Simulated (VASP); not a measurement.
All values below come from r2SCAN meta-GGA, VASP's PBE PAW potentials (set 64) (plane waves; VASP 6.6.1).

A VASP calculation is set up with these files.

**POSCAR**
```
SrCl2
1.0
  0.0000000000   3.4977113693   3.4977113693
  3.4977113693   0.0000000000   3.4977113693
  3.4977113693   3.4977113693   0.0000000000
Sr Cl
1 2
Direct
  0.0000000000   0.0000000000   0.0000000000
  0.2500000000   0.2500000000   0.2500000000
  0.7500000000   0.7500000000   0.7500000000
```

**KPOINTS**
```
Automatic mesh
0
Gamma
7 7 7
0 0 0
```

### INCAR
```
# general
SYSTEM  = SrCl2
PREC    = Normal
ENCUT   = 400
LREAL   = .FALSE.
LASPH   = .TRUE.

# electronic loop
EDIFF   = 1E-5
NELM    = 100
NELMIN  = 4
ALGO    = Normal
LMAXMIX = 4
LMIXTAU = .TRUE.

# smearing
ISMEAR  = 0
SIGMA   = 0.05

# functional
METAGGA = R2SCAN

# ions
IBRION  = 2
NSW     = 20
ISIF    = 2
EDIFFG  = -0.03

# output
LWAVE   = .FALSE.
LCHARG  = .FALSE.
```

POTCAR, in this order: Sr_sv Cl (PBE.64 set). Program: vasp_std.

The run wrote:

OSZICAR:
```
       N       E                     dE             d eps       ncg     rms          rms(c)
DAV:   1     0.107703765231E+03    0.10770E+03   -0.10400E+04   640   0.112E+03
DAV:   2    -0.344690261292E+02   -0.14217E+03   -0.13934E+03   864   0.237E+02
DAV:   3    -0.422985365696E+02   -0.78295E+01   -0.78216E+01   920   0.597E+01
DAV:   4    -0.425565693879E+02   -0.25803E+00   -0.25792E+00  1064   0.912E+00
DAV:   5    -0.425592917636E+02   -0.27224E-02   -0.27222E-02   928   0.885E-01    0.115E+01
DAV:   6    -0.362607469710E+02    0.62985E+01   -0.23481E+00  1064   0.115E+01    0.825E+00
DAV:   7    -0.348000557109E+02    0.14607E+01   -0.94420E-01   968   0.941E+00    0.110E+00
DAV:   8    -0.357275716054E+02   -0.92752E+00   -0.10294E+00   880   0.895E+00    0.206E+00
DAV:   9    -0.350916665874E+02    0.63591E+00   -0.10725E-01   896   0.374E+00    0.152E+00
DAV:  10    -0.351923172474E+02   -0.10065E+00   -0.19775E-02   944   0.157E+00    0.129E+00
DAV:  11    -0.356304915747E+02   -0.43817E+00   -0.19325E-01   656   0.444E+00    0.505E-01
DAV:  12    -0.356854504148E+02   -0.54959E-01   -0.35397E-02   704   0.198E+00    0.353E-01
DAV:  13    -0.356427607186E+02    0.42690E-01   -0.23327E-02   640   0.173E+00    0.638E-01
DAV:  14    -0.356760484288E+02   -0.33288E-01   -0.15567E-02   640   0.149E+00    0.232E-01
DAV:  15    -0.356868979665E+02   -0.10850E-01   -0.25219E-03   640   0.552E-01    0.143E-01
DAV:  16    -0.356871327751E+02   -0.23481E-03   -0.56473E-05   984   0.757E-02    0.122E-01
DAV:  17    -0.356874619272E+02   -0.32915E-03   -0.84705E-05   688   0.102E-01    0.621E-02
DAV:  18    -0.356879315391E+02   -0.46961E-03   -0.85942E-05   656   0.996E-02    0.351E-02
DAV:  19    -0.356880413528E+02   -0.10981E-03   -0.85185E-05   704   0.900E-02    0.148E-02
DAV:  20    -0.356880603024E+02   -0.18950E-04   -0.13607E-05   536   0.430E-02    0.903E-03
DAV:  21    -0.356880617288E+02   -0.14264E-05   -0.27450E-06   584   0.167E-02
   1 F= -.35688062E+02 E0= -.35688062E+02  d E =-.356881E+02
```

File OUTCAR:
```
------------------------ aborting loop because EDIFF is reached ----------------------------------------
  FORCE on cell =-STRESS in cart. coord.  units (eV):
  Direction    XX          YY          ZZ          XY          YZ          ZX
  --------------------------------------------------------------------------------------
  Total        0.0031905      0.0031905      0.0031905      0.0000000     -0.0000000      0.0000000
  in kB        0.0597295      0.0597295      0.0597295      0.0000000     -0.0000000      0.0000000
  external PRESSURE =       0.0597295 kB  Pullay stress =       0.0000000 kB
  volume of cell :       85.58
      direct lattice vectors                 reciprocal lattice vectors
     0.000000000  3.497711369  3.497711369    -0.142950617  0.142950617  0.142950617
     3.497711369  0.000000000  3.497711369     0.142950617 -0.142950617  0.142950617
     3.497711369  3.497711369  0.000000000     0.142950617  0.142950617 -0.142950617
 POSITION                                       TOTAL-FORCE (eV/Angst)
 -----------------------------------------------------------------------------------
      0.00000      0.00000      0.00000         0.000000      0.000000      0.000000
      1.74886      1.74886      1.74886         0.000000      0.000000      0.000000
      5.24657      5.24657      5.24657        -0.000000     -0.000000     -0.000000
 -----------------------------------------------------------------------------------
    total drift:                               -0.000000      0.000000      0.000000
  FREE ENERGIE OF THE ION-ELECTRON SYSTEM (eV)
  ---------------------------------------------------
  free  energy   TOTEN  =       -35.6880617288 eV

  energy  without entropy=      -35.6880617288  energy(sigma->0) =      -35.68806173

 reached required accuracy - stopping structural energy minimisation
```
(Selected blocks of OUTCAR.)

The compound is SrCl2 in the fluorite structure. It was relaxed first.
